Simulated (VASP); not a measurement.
Energy against volume of MgSe (rock salt). Calculation: optB86b-vdW, VASP's PBE PAW potentials (set 64) (plane waves; VASP 6.6.1).

| V (Å³/atom) | E (eV/atom) |
|---|---|
| 19.269 | -2.32163 |
| 19.884 | -2.33419 |
| 20.498 | -2.33811 |
| 21.113 | -2.33463 |
| 21.728 | -2.32481 |

### Question
Fit a third-order Birch-Murnaghan equation of state.

### Answer

```yaml
volume_per_atom: 20.50 Å³/atom
bulk_modulus: 64.1 GPa
pressure_derivative_of_the_bulk_modulus: 4.14
lattice_constant_a: 5.474 Å
```

Measured: a 5.460 Å (computed value off by +0.3 %), as given by M J Lucero et al., Journal of Physics Condensed Matter (2012), arXiv:1111.4515. The calculation is for a static lattice, while the measured a holds thermal and zero-point effects, which are part of the difference.

The compound is MgSe in the rock salt structure. It was relaxed first.
